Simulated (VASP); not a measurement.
Here is the system:

Space group Fm-3m (No. 225); a = b = c = 3.7892 Å, α = β = γ = 90.00°

```
atom  site  symmetry       x       y       z
----  ----  --------  ------  ------  ------
Ir      4a      m-3m  0.0000  0.0000  0.0000
```
(The calculation used a cell of 1 atom; values per cell refer to that cell.)

Level of theory: SCAN meta-GGA, VASP's PBE PAW potentials (set 64) (plane waves; VASP 6.6.1). Numerical set-up: 520 eV cut-off, 16×16×16 Γ-centred mesh, first-order Methfessel-Paxton smearing of 0.10 eV, potentials Ir.

Q: Give the energy at these volumes per atom, relative to the lowest: 12.77, 13.17, 13.58, 13.99, 14.40 Å³.

A: 74.1, 18.1, 0.0, 13.0, 51.7 meV/atom. A third-order Birch-Murnaghan fit gives B0 = 404 GPa and B0′ = 5.4.

Measured: bulk modulus 365 GPa at 0 K (computed value off by +10.8 %), as given by H. Levämäki et al., Physical Review B (2014), arXiv:1402.3671 [corrected for temperature and zero-point phonon effects]; a 3.831 Å at 0 K (computed value off by -1.1 %), as given by Daniel Mejia-Rodriguez et al., Physical Review B (2018), arXiv:1807.09216 [static lattice: zero-point anharmonic expansion removed].

The compound is Ir in the fcc structure. It was relaxed first.
